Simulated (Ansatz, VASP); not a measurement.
## Cross-check of Si2W between VASP and Ansatz

Aim: how closely do two programs agree when they are given the same cell, functional and k mesh? The structure shown is the end of the Ansatz relaxation below.

Program: Ansatz 0.2.0. Level of theory: plane waves, with VASP 6.6.1 beside it; LDA. Results are calculated unless marked as measured.

## 1. Set-up

Symmetry: I4/mmm, No. 139, tetragonal system. Conventional cell: a = 3.067 Å, b = 3.067 Å, c = 7.545 Å, α = 90.00°, β = 90.00°, γ = 90.00°. Nearest to Si lie 5 Si at 2.51 to 2.52 Å and 5 W at 2.51 Å. W has 10 Si at 2.51 Å nearest. Farther neighbours are not listed.

## 2. Ansatz: relaxation, LDA

Ansatz runs on its PAW soft_1 files.

This run makes the geometry at which the two programs are then compared.

Input file input.yaml:

```yaml
crystal:
  lattice:
    - [-1.5346816008, 1.5346816008, 3.7678735126]
    - [1.5346816008, -1.5346816008, 3.7678735126]
    - [1.5346816008, 1.5346816008, -3.7678735126]
  atoms:
    - { symbol: Si, position: [0.3334081378, 0.3334081378, 0.0] }
    - { symbol: Si, position: [0.6665918622, 0.6665918622, 0.0] }
    - { symbol: W, position: [0.0, 0.0, 0.0] }
kpoints:
  mp_grid: { grid: [20, 20, 20] }
hamiltonian:
  xc: lda
  pseudopotentials: { kind: paw, azcp: { folder: soft_1 }, xc_functional: pbe }
scf:
  occupations: { method: methfessel_paxton, width: 0.2 }
output:
  forces: true
  stress: true
  eigenvalues: true
relax:
  adjacent_minimum: "off"
  f_tol: 0.001
  max_steps: 60
  cell: { stress_tol: 0.01, fix: [volume] }
```

Started as:

```bash
ansatz run input.yaml --threads 4 --pin off --max-ram 10240MiB --backend cpu --events-out ev --progress --plain --runs-dir out
```

Numbers of over 12 decimals in the logs are rounded to 6 here.

The log of the run:

```text
basis.fft_grid_basis auto: the FFT boxes are laid along the combinations [[1, 0, 1], [0, 1, 1], [0, 0, 1]] of the cell's own vectors, 3.069, 3.069 and 4.348 Å long. The dense box has 24×24×30 points. Along the cell's own vectors, as sized, it would have 30×30×30, 1.56 times as many. Of the 16 symmetry operations that the crystal satisfies within crystal.symmetry.tolerance (time reversal apart; of a slab, those that k [...]
Engine: ansatz 0.2.0, aarch64-unknown-linux-gnu
Pseudopotentials: kind: paw
Pseudopotential: Si, paw, valence charge 4, recommended cutoff 420 eV (normal), soft_1/Si.paw.azcp
Pseudopotential: W, paw, valence charge 14, recommended cutoff 420 eV (normal), soft_1/W.paw.azcp
Functional definition: SPW92
  exchange = slater_x
  correlation = pw_c
Crystal: 3 atoms, lattice volume = 35.497 Å³
Basis set: ecut = 420 eV, 681 PW (Γ), FFT grids on a1+a3, a2+a3, a3
Bands: 15, of which v1, the nominal top of the filled ones, is band 11 counted from 1 (10 counted from 0)
Symmetry: 16 space group operations
Space group: I4/mmm (ITA 139), of the structure as read, at distance tolerance 3.3e-5 Å
k-points: 641 of 8000
Non-local potential: Si, projectors of the file, l = 0: 2, l = 1: 2, l = 2: 1
Non-local potential: W, projectors of the file, l = 0: 3, l = 1: 2, l = 2: 2, l = 3: 1
PAW form: soft (Blöchl's): semilocal exchange-correlation on the pseudo side does not see the compensation charge
PAW frozen core: Si, regenerated for the run's functional, and the local potential with it (the file was generated under x = pbe(κ = 0.804, μ = 0.219515), c = pbe(β = 0.066725))
PAW frozen core: W, regenerated for the run's functional, and the local potential with it (the file was generated under x = pbe(κ = 0.804, μ = 0.219515), c = pbe(β = 0.066725))
PAW one-centre angular grid: Si, 110 points (default); XC on 64 Gauss nodes
PAW one-centre angular grid: W, 590 points (default); XC on 64 Gauss nodes
Initial density: superposition of atomic densities (chi_scale 0.1, normalization cell, long waves kept (reshape's long-wave potential 0.00 eV rms))
Initial wavefunctions: pseudopotential atomic-orbital guess
Functional: x = slater, c = lda
SCF iter   1: F=—  HF=-11349.197090 eV  |F-HF|=—  |Δ(HF+E_count)|=         —  Δρ=4.77e-2  dr2=6.51e-1  ethr=3.10e-3  ⟨swp⟩=5.7  Hψ=58425  notcnv=0
preconditioner: auto → Kerker (q_TF=auto, 2.519 Å⁻¹)  [metal: Δε(μ)=0.016 eV  Ē_g=9.130 eV  σ=0.200 eV  W_gap=0.07  n_scr=10 (ndim 8)  ℏωp=23.3 eV  f_vac=0.000  D(μ)=0.22/eV (n_scr^D=0)]
SCF iter   2: F=—  HF=-11349.017161 eV  |F-HF|=—  |Δ(HF+E_count)|=   1.80e-1  S|Δr|=    0.00e0  Δρ=2.68e-2  dr2=1.77e-1  ethr=2.96e-3  ⟨swp⟩=2.0  Hψ=16810  notcnv=0
SCF iter   3: F=—  HF=-11348.950055 eV  |F-HF|=—  |Δ(HF+E_count)|=   6.71e-2  S|Δr|=    0.00e0  Δρ=5.03e-3  dr2=6.89e-3  ethr=8.04e-4  ⟨swp⟩=2.9  Hψ=17746  notcnv=0
SCF iter   4: F=—  HF=-11348.947582 eV  |F-HF|=—  |Δ(HF+E_count)|=   2.47e-3  S|Δr|=    0.00e0  Δρ=4.58e-4  dr2=4.21e-5  ethr=3.13e-5  ⟨swp⟩=2.7  Hψ=13979  notcnv=0
SCF iter   5: F=—  HF=-11348.947570 eV  |F-HF|=—  |Δ(HF+E_count)|=   1.17e-5  S|Δr|=    0.00e0  Δρ=5.89e-5  dr2=1.11e-6  ethr=1.92e-7  ⟨swp⟩=2.6  Hψ=16150  notcnv=0
SCF iter   6: F=-11348.947570 eV  HF=-11348.947570 eV  |F-HF|=3.37e-8  |Δ(HF+E_count)|=   1.56e-7  S|Δr|=    0.00e0  Δρ=1.05e-5  dr2=4.59e-8  ethr=4.55e-10  ⟨swp⟩=6.9  Hψ=48001  notcnv=0
SCF 1 converged in 6 iterations: F = -11348.947570 eV  dr2 = 4.59e-8
  greatest PAW one-centre occupation: 0.999 electrons in one spin orbital (limit 2), on the W atom at site 2 (counted from 0), in its partial waves of l = 0
relax step   1: F+E_penalty+E_count = -11348.94756969 eV  Δ(F+E_penalty+E_count) = +0.000e0 eV  max|allowed force component| = 6.109e-2 eV/Å  Δτ_max = 0.0000 Å  P = +31.654 GPa  Ω = 35.497 Å³  fix = [volume]  reactions: volume +31.654 GPa  (6 SCF iters, dr2 threshold 1.00e-7 eV, accepted)
[...]
relax step   2: F+E_penalty+E_count = -11348.94782106 eV  Δ(F+E_penalty+E_count) = -2.514e-4 eV  max|allowed force component| = 2.310e-2 eV/Å  Δτ_max = 0.0016 Å  P = +31.551 GPa  Ω = 35.497 Å³  energy of the carried Pulay correction = +2.875e-18 eV  fix = [volume]  reactions: volume +31.551 GPa  (3 SCF iters, dr2 threshold 3.00e-7 eV, accepted)
[...]
relax step   3: F+E_penalty+E_count = -11348.94784138 eV  Δ(F+E_penalty+E_count) = -2.031e-5 eV  max|allowed force component| = 8.265e-3 eV/Å  Δτ_max = 0.0005 Å  P = +31.543 GPa  Ω = 35.497 Å³  energy of the carried Pulay correction = +2.875e-18 eV  fix = [volume]  reactions: volume +31.543 GPa  (4 SCF iters, dr2 threshold 4.67e-8 eV, accepted)
[...]
relax step   4: F+E_penalty+E_count = -11348.94784463 eV  Δ(F+E_penalty+E_count) = -3.250e-6 eV  max|allowed force component| = 8.318e-5 eV/Å  Δτ_max = 0.0003 Å  P = +31.540 GPa  Ω = 35.497 Å³  fix = [volume]  reactions: volume +31.540 GPa  (4 SCF iters, dr2 threshold 8.15e-9 eV, accepted)
[...]
relax step   5: F+E_penalty+E_count = -11348.94784462 eV  Δ(F+E_penalty+E_count) = +6.467e-9 eV  max|allowed force component| = 8.126e-5 eV/Å  Δτ_max = 0.0000 Å  P = +31.540 GPa  Ω = 35.497 Å³  fix = [volume]  reactions: volume +31.540 GPa  stress off target by 5.99e-4 GPa on what of the cell is left free  SCF on the basis re-selected at this cell (its energy is not comparable with the rows above)  (5 SCF iters)
basis re-selected at this cell: Δ(F+E_penalty+E_count) = +6.467e-9 eV, ΔP = -0.000 GPa vs the last step (what re-selecting the basis moved, of the pressure what is left beyond the Pulay correction that the steps carried, after the strain that the cell walked since its last selection, with what the two solves' SCF thresholds leave and, on support functions, any second-order correction that the steps lacked; it is no m [...]
SCF converged after 5 iterations
Stability not checked: this state was not tested for a lower state beside it, because cold or Methfessel-Paxton smearing, or corrected tetrahedra, fill the levels in a way that the test cannot read (fill_not_monotonic; see scf.lower_state_search)
Free energy (F): -11348.947845 eV
Harris-Foulkes:  -11348.947845 eV  (|F-HF|=3.64e-12)
Internal energy: -11348.947897 eV  (E = F + TS)
E sigma→0 (E₀):  -11348.947858 eV
Entropy (-TS):   0.000052 eV (0.017 meV/atom)
Fermi energy:    18.989961 eV
--- Per-component energies (eV) ---
  E_band       = -35.655371
  E_kinetic    = 528.041559
  E_local      = -804.359243  (includes V_loc(G=0)·N_el)
  E_nonlocal   = 28.127786
  E_hartree    = 363.189388
  E_xc         = -388.278834
  E_vxc        = -341.016302  (∫ρ·V_xc dr)
  E_paw        = -9295.736238  (= ΣΔE_a)
  E_vpaw       = -172.828178  (= ΣTr[D̂ρ^β])
  E_aug_tail   = 0.000225  (compensation charges beyond the density's cutoff)
  E_ewald      = -1780.384451
  E_core_change = 0.451911  (= ΣΔE_core)
  E_smearing   = 0.000052  (= −TS)
  E_closure    = 0.000000  (closes the sum)
  Σ components = -11348.947845   (vs F -11348.947845, Δ=0.00e0)
--- Forces (eV/Å), atoms counted from 1 ---
  atom   1  Si     0.00000000     0.00000000    -0.00008126
  atom   2  Si    -0.00000000     0.00000000     0.00008126
  atom   3  W      0.00000000     0.00000000     0.00000000
  max |Σ_I F_I| component: 6.94e-18 eV/Å
--- Stress (GPa, compression-positive) ---
       31.539483       0.000000       0.000000
        0.000000      31.539483       0.000000
        0.000000       0.000000      31.540382
  P = ⅓ Tr σ = 31.5398 GPa (315.398 kbar)
--- Band table (eV; the first three rows and the last of 641) ---
  k-point 0: bands = [... 7 lower, 15.3298, 15.7822, 15.7822, 19.7919, 21.4637, 22.6122, 22.6610, 22.6610]
  k-point 1: bands = [... 7 lower, 15.0188, 15.5172, 16.2767, 19.3118, 21.8031, 22.4696, 22.7295, 22.7856]
  k-point 2: bands = [... 7 lower, 14.8813, 15.1277, 16.8458, 18.2326, 22.2530, 22.5933, 22.9169, 23.0357]
  k-point 640: bands = [... 7 lower, 15.9518, 18.2344, 18.2344, 18.3778, 18.3778, 20.0167, 23.8417, 25.1499]
--- Relaxed structure (4 steps of the walk, 4 accepted, 1 SCFs on fresh bases) ---
  F+E_penalty+E_count = -11348.94784462 eV   max|allowed force component| = 8.126e-5 eV/Å   (the final SCF, on the basis selected at the relaxed cell)
  cell:  # Å, volume = 35.4971 Å³
    - [-1.533750, 1.533750, 3.772454]
    - [1.533750, -1.533750, 3.772454]
    - [1.533750, 1.533750, -3.772454]
  atoms:
    - { symbol: Si, position: [0.333094, 0.333094, 0] }
    - { symbol: Si, position: [0.666906, 0.666906, 0] }
    - { symbol: W, position: [0, 0, 0] }
```

## 3. VASP: single point, LDA, pair 1

The same cell, functional (in two slightly different forms), mesh and smearing now go to VASP, with its own data sets.

Lines of VASP's logs that name or quote its potential files are left out, and so is its time.

Input file INCAR:

```
SYSTEM = Si2W
PREC = Accurate
ENCUT = 600
EDIFF = 1E-06
NELM = 120
ISMEAR = 1
SIGMA = 0.2
LREAL = .FALSE.
ALGO = Normal
GGA = PW92
NBANDS = 13
LASPH = .TRUE.
LORBIT = 11
LWAVE = .FALSE.
LCHARG = .FALSE.
ISIF = 2
GGA_COMPAT = .FALSE.
KPAR = 2
```

Input file POSCAR:

```
Si2W
1.0
   -1.5337496570      1.5337496570      3.7724538078
    1.5337496570     -1.5337496570      3.7724538078
    1.5337496570      1.5337496570     -3.7724538078
Si W
2 1
Direct
    0.3330937967      0.3330937967      0.0000000000
    0.6669062033      0.6669062033      0.0000000000
    0.0000000000      0.0000000000      0.0000000000
```

Input file KPOINTS:

```
Automatic mesh
0
Gamma
20 20 20
0 0 0
```

PAW data sets: Si and W (LDA family, release 64).

Started as:

```bash
mpirun -np 2 vasp_std
```

The log of the run:

```text
[banner, memory and clock lines left out]
running    2 mpi-ranks, on    1 nodes
 distrk:  each k-point on    1 cores,    2 groups
 distr:  one band on    1 cores,    1 groups

 POSCAR found type information on POSCAR SiW
 POSCAR found :  2 types and       3 ions
|                                                                             |
|               ----> ADVICE to this user running VASP <----                  |
|                                                                             |
|     You enforced a specific xc type in the INCAR file but a different       |
|     [... a line on the potential file left out ...]
|     I HOPE YOU KNOW WHAT YOU ARE DOING!                                     |
|                                                                             |

 LDA part: xc-table for (Slater(with rela. corr.)+PW92), standard interpolation
 POSCAR, INCAR and KPOINTS ok, starting setup
 FFT: planning ... GRIDC
 FFT: planning ... GRID_SOFT
 FFT: planning ... GRID
 WAVECAR not read
 entering main loop
       N       E                     dE             d eps       ncg     rms          rms(c)
DAV:   1     0.347127771813E+02    0.34713E+02   -0.67706E+03 16666   0.107E+03
DAV:   2    -0.252539549750E+02   -0.59967E+02   -0.55088E+02 20407   0.203E+02
DAV:   3    -0.278491833680E+02   -0.25952E+01   -0.25323E+01 22481   0.352E+01
DAV:   4    -0.278780987085E+02   -0.28915E-01   -0.28876E-01 19615   0.411E+00
DAV:   5    -0.278784413782E+02   -0.34267E-03   -0.34260E-03 23186   0.413E-01    0.316E+01
DAV:   6    -0.272438075223E+02    0.63463E+00   -0.12870E+00 22513   0.739E+00    0.145E+01
DAV:   7    -0.270962906662E+02    0.14752E+00   -0.13045E-01 18941   0.249E+00    0.498E+00
DAV:   8    -0.270798101569E+02    0.16481E-01   -0.19545E-02 22005   0.101E+00    0.447E-01
DAV:   9    -0.270796141908E+02    0.19597E-03   -0.81808E-04 19957   0.210E-01    0.257E-01
DAV:  10    -0.270795728867E+02    0.41304E-04   -0.20844E-04 21087   0.859E-02    0.764E-02
DAV:  11    -0.270795665679E+02    0.63188E-05   -0.26601E-05 19783   0.347E-02    0.182E-02
DAV:  12    -0.270795666013E+02   -0.33458E-07   -0.84902E-07 12715   0.730E-03
   1 F= -.27079567E+02 E0= -.27079581E+02  d E =0.433872E-04
```

Parts of OUTCAR (step 3):

```text
ion  position               nearest neighbor table
   1  0.333  0.333  0.000-   2 2.51   2 2.51   2 2.51   2 2.51   3 2.51   3 2.51   3 2.51   3 2.51
                             3 2.51   2 2.52
   2  0.667  0.667  0.000-   1 2.51   1 2.51   1 2.51   1 2.51   3 2.51   3 2.51   3 2.51   3 2.51
                             3 2.51   1 2.52
   3  0.000  0.000  0.000-   2 2.51   2 2.51   2 2.51   1 2.51   1 2.51   1 2.51   2 2.51   1 2.51
                             1 2.51   2 2.51

  LATTYP: Found a body centered tetragonal cell.
 ALAT       =     3.0674993140
 C/A-ratio  =     2.4596281346

 Subroutine GETGRP returns: Found 16 space group operations
 (whereof 16 operations were pure point group operations)

The static configuration has the point symmetry D_4h.

 Found    641 irreducible k-points:

   k-points           NKPTS =    641   k-points in BZ     NKDIM =    641   number of bands    NBANDS=     13

   dimension x,y,z NGX =    36 NGY =   36 NGZ =   36
   dimension x,y,z NGXF=    72 NGYF=   72 NGZF=   72

   ENCUT  =  600.0 eV  44.10 Ry    6.64 a.u.   8.69  8.69  8.69*2*pi/ulx,y,z

   NELECT =      14.0000    total number of electrons

 k-points in reciprocal lattice and weights: Automatic mesh
   0.00000000  0.00000000  0.00000000       0.000
   0.05000000  0.00000000 -0.00000000       0.001
   0.10000000 -0.00000000  0.00000000       0.001
   0.15000000  0.00000000 -0.00000000       0.001
   0.20000000 -0.00000000  0.00000000       0.001
   0.25000000  0.00000000  0.00000000       0.001
   0.30000000  0.00000000 -0.00000000       0.001
   0.35000000  0.00000000 -0.00000000       0.001
   0.40000000  0.00000000  0.00000000       0.001
[...]
-0.45000000 -0.45000000  0.45000000       0.000
   0.50000000  0.50000000  0.50000000       0.000

 average (electrostatic) potential at core
       1 -78.9529       2 -78.9529       3 -33.0063

 E-fermi :  12.3369

 k-point     1 :       0.0000    0.0000    0.0000
  band No.  band energies     occupation
    ...
      2       4.6358      2.00000
      3       8.3159      2.00000
      4       8.6577      2.00000
      5       9.1242      2.00000
      6       9.1242      2.00000
      7      13.1285     -0.00000
      8      14.8331     -0.00000
      9      15.9917     -0.00000
     10      16.0438     -0.00000
     11      16.0438     -0.00000
    ...

 k-point     2 :       0.0500    0.0000   -0.0000
  band No.  band energies     occupation
    ...
      2       4.6528      2.00000
      3       8.3100      2.00000
      4       8.3497      2.00000
      5       9.1595      2.00000
      6       9.3185      2.00000
      7      12.8921     -0.00062
      8      15.0236     -0.00000
      9      15.7783     -0.00000
     10      15.8876     -0.00000
     11      16.3112     -0.00000
    ...

 k-point     3 :       0.1000   -0.0000    0.0000
  band No.  band energies     occupation
    ...
      3       7.7662      2.00000
      4       8.3600      2.00000
      5       9.2640      2.00000
      6       9.5224      2.00000
      7      12.3656      0.76015
      8      15.2144     -0.00000
      9      15.4796     -0.00000
     10      15.6963     -0.00000
     11      16.8877      0.00000
     12      17.8780      0.00000
    ...

  Total        7.1671560      7.1671560      7.2086165      0.0000000      0.0000000      0.0000000
  in kB      323.4927551    323.4927551    325.3640941      0.0000000      0.0000000      0.0000000
  external PRESSURE =     324.1165348 kB  Pullay stress =       0.0000000 kB

  energy-cutoff  :      600.00
  volume of cell :       35.50
      direct lattice vectors                 reciprocal lattice vectors
    -1.533749657  1.533749657  3.772453808     0.000000000  0.325998443  0.132539728
     1.533749657 -1.533749657  3.772453808     0.325998443  0.000000000  0.132539728
     1.533749657  1.533749657 -3.772453808     0.325998443  0.325998443  0.000000000

 POSITION                                       TOTAL-FORCE (eV/Angst)
 -----------------------------------------------------------------------------------
      0.00000      0.00000      2.51316        -0.000000     -0.000000     -0.022403
      0.00000      0.00000      5.03175        -0.000000     -0.000000      0.022403
      0.00000      0.00000      0.00000         0.000000      0.000000     -0.000000
 -----------------------------------------------------------------------------------
    total drift:                               -0.000000      0.000000     -0.000000

  FREE ENERGIE OF THE ION-ELECTRON SYSTEM (eV)
  ---------------------------------------------------
  free  energy   TOTEN  =       -27.0795666013 eV

  energy  without entropy=      -27.0796099886  energy(sigma->0) =      -27.07958106

 total charge
# of ion       s       p       d       tot
------------------------------------------
    1        0.749   0.997   0.000   1.746
    2        0.749   0.997   0.000   1.746
    3        0.627   0.816   4.837   6.280
--------------------------------------------------
tot          2.125   2.809   4.837   9.772

[... 3 further parts left out ...]
```

The run ends at a pressure of 32.41 GPa, with forces up to 0.022 eV/Å.

## 4. Comparison

Known differences besides the potentials themselves: the data sets hold 22 valence electrons in Ansatz (on its PAW soft_1 files) and 14 in VASP; the cutoff is 420 eV in Ansatz and 600 eV in VASP; VASP's log shows a relativistic correction to its local exchange, Ansatz's none; Ansatz's pressure holds a Pulay correction, VASP's none. Total energies have different zeros and are not compared.

Both answers:

```csv
quantity,Ansatz,VASP,difference
pressure (GPa),31.54,32.41,-0.87
```

The largest component of a force difference here is 22 meV/Å.

## 5. Ansatz: relaxation, LDA

This run makes the geometry at which the two programs are then compared. The cell compared in this pair holds 36.29 Å³, against 35.50 Å³ for the pair before.

The structure compared here is the end of the Ansatz relaxation.

input.yaml, the sections that differ from step 2:

```yaml
crystal:
  lattice:
    - [-1.5468590942, 1.5468590942, 3.7912000027]
    - [1.5468590942, -1.5468590942, 3.7912000027]
    - [1.5468590942, 1.5468590942, -3.7912000027]
  atoms:
    - { symbol: Si, position: [0.3337258996, 0.3337258996, 0.0] }
    - { symbol: Si, position: [0.6662741004, 0.6662741004, 0.0] }
    - { symbol: W, position: [0.0, 0.0, 0.0] }
# kpoints, hamiltonian, scf, output, relax: as in step 2
```

Started as:

```bash
ansatz run input.yaml --threads 4 --pin off --max-ram 10240MiB --backend cpu --events-out ev --progress --plain --runs-dir out
```

The log of the run:

```text
[...]
Crystal: 3 atoms, lattice volume = 36.286 Å³
Basis set: ecut = 420 eV, 761 PW (Γ), FFT grids on a1+a3, a2+a3, a3
Bands: 15, of which v1, the nominal top of the filled ones, is band 11 counted from 1 (10 counted from 0)
Symmetry: 16 space group operations
[...]
k-points: 641 of 8000
[...]
--- Relaxed structure (4 steps of the walk, 4 accepted, 1 SCFs on fresh bases) ---
[...]
cell:  # Å, volume = 36.2859 Å³
    - [-1.545966, 1.545966, 3.795579]
    - [1.545966, -1.545966, 3.795579]
    - [1.545966, 1.545966, -3.795579]
  atoms:
    - { symbol: Si, position: [0.333408, 0.333408, 0] }
    - { symbol: Si, position: [0.666592, 0.666592, 0] }
    - { symbol: W, position: [0, 0, 0] }
[key lines of the parts left out:]
SCF converged after 5 iterations
Free energy (F): -11349.083769 eV
Fermi energy:    18.524814 eV
P = ⅓ Tr σ = 23.8142 GPa (238.142 kbar)
```

[end of part 1 of 2]

[Lines on the potential files, build, host, timing and source positions are cut from VASP's logs without a mark.]

[Logs are printed without paths, hosts, clocks, repeated set-up lines and the standing remarks that a program may print on its own settings, such as how far it seeks lower states.]

[Hosts, paths, dates, database ids (printed as entryN), source tags and the programs' standing remarks are cut or masked in the printed files.]
